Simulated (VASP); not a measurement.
A convergence study with VASP on Gd (space group no. 194 when undisturbed): one setting is varied, all else stays as given below, so the limit is that of these other settings. One atom is moved off its site, so that forces are finite.

```yaml
crystal:
  lattice:
    - [1.82045, -3.15310, 0.00000]
    - [1.82045, 3.15310, 0.00000]
    - [0.00000, 0.00000, 5.79734]
  atoms:
    - { symbol: Gd, position: [0.33333, 0.66667, 0.25862], spin: 7.0 }
    - { symbol: Gd, position: [0.66667, 0.33333, 0.75000], spin: 7.0 }
```

The numbers are results of PBE GGA, VASP's PBE PAW potentials (set 64) (plane waves; VASP 6.6.1), not measurements. The tightest run used: 300 eV cut-off, 15×15×8 Γ-centred mesh, Fermi-Dirac smearing of 0.10 eV, potentials Gd.

Task: The settings run are 2×2×1 mesh; 2×2×2 mesh; 3×3×2 mesh; 4×4×2 mesh; 5×5×3 mesh; 6×6×3 mesh; 6×6×4 mesh; 7×7×4 mesh; 8×8×5 mesh; 9×9×5 mesh; 11×11×6 mesh; 12×12×7 mesh; 14×14×8 mesh; 15×15×8 mesh. From which on does the energy per atom stay within 0.001 eV/atom of the tightest run?

Result: From 6×6×4 mesh on: it is off by 0.0001 there and by no more than 0.001 in any finer run, while 6×6×3 mesh is off by 0.0043.
```json
[
 {"setting": "2×2×1 mesh", "E (eV/atom)": "-12.3629", "pressure (GPa)": "-9.15", "largest force (eV/Å)": "0.203", "moment (μB)": "14.107", "irreducible k-points": "2", "difference judged (eV/atom)": "0.7432"},
 {"setting": "2×2×2 mesh", "E (eV/atom)": "-12.3001", "pressure (GPa)": "-8.08", "largest force (eV/Å)": "0.215", "moment (μB)": "14.717", "irreducible k-points": "4", "difference judged (eV/atom)": "0.6804"},
 {"setting": "3×3×2 mesh", "E (eV/atom)": "-11.6183", "pressure (GPa)": "-0.89", "largest force (eV/Å)": "0.160", "moment (μB)": "15.471", "irreducible k-points": "6", "difference judged (eV/atom)": "0.0013"},
 {"setting": "4×4×2 mesh", "E (eV/atom)": "-11.6069", "pressure (GPa)": "0.97", "largest force (eV/Å)": "0.099", "moment (μB)": "15.304", "irreducible k-points": "8", "difference judged (eV/atom)": "0.0127"},
 {"setting": "5×5×3 mesh", "E (eV/atom)": "-11.6310", "pressure (GPa)": "0.71", "largest force (eV/Å)": "0.122", "moment (μB)": "15.189", "irreducible k-points": "12", "difference judged (eV/atom)": "0.0113"},
 {"setting": "6×6×3 mesh", "E (eV/atom)": "-11.6240", "pressure (GPa)": "0.42", "largest force (eV/Å)": "0.118", "moment (μB)": "15.121", "irreducible k-points": "17", "difference judged (eV/atom)": "0.0043"},
 {"setting": "6×6×4 mesh", "E (eV/atom)": "-11.6195", "pressure (GPa)": "0.43", "largest force (eV/Å)": "0.108", "moment (μB)": "15.196", "irreducible k-points": "24", "difference judged (eV/atom)": "0.0001"},
 {"setting": "7×7×4 mesh", "E (eV/atom)": "-11.6192", "pressure (GPa)": "0.28", "largest force (eV/Å)": "0.121", "moment (μB)": "15.158", "irreducible k-points": "28", "difference judged (eV/atom)": "0.0005"},
 {"setting": "8×8×5 mesh", "E (eV/atom)": "-11.6194", "pressure (GPa)": "0.39", "largest force (eV/Å)": "0.119", "moment (μB)": "15.125", "irreducible k-points": "40", "difference judged (eV/atom)": "0.0003"},
 {"setting": "9×9×5 mesh", "E (eV/atom)": "-11.6189", "pressure (GPa)": "0.43", "largest force (eV/Å)": "0.117", "moment (μB)": "15.118", "irreducible k-points": "50", "difference judged (eV/atom)": "0.0008"},
 {"setting": "11×11×6 mesh", "E (eV/atom)": "-11.6195", "pressure (GPa)": "0.42", "largest force (eV/Å)": "0.119", "moment (μB)": "15.146", "irreducible k-points": "84", "difference judged (eV/atom)": "0.0002"},
 {"setting": "12×12×7 mesh", "E (eV/atom)": "-11.6196", "pressure (GPa)": "0.69", "largest force (eV/Å)": "0.119", "moment (μB)": "15.138", "irreducible k-points": "112", "difference judged (eV/atom)": "0.0001"},
 {"setting": "14×14×8 mesh", "E (eV/atom)": "-11.6196", "pressure (GPa)": "0.52", "largest force (eV/Å)": "0.119", "moment (μB)": "15.142", "irreducible k-points": "168", "difference judged (eV/atom)": "0.0001"},
 {"setting": "15×15×8 mesh", "E (eV/atom)": "-11.6197", "pressure (GPa)": "0.49", "largest force (eV/Å)": "0.119", "moment (μB)": "15.141", "irreducible k-points": "192", "difference judged (eV/atom)": "0.0000"}
]
```

Left out are rungs that failed or repeat a setting and relaxations that didn't move; long series are thinned to 24 rows.

The structure is a typed Gd crystal (space group no. 194). The cell was not relaxed at this level, it is distorted from the ideal structure. The spin order is the one that the start imposed; others were not tried in this run.
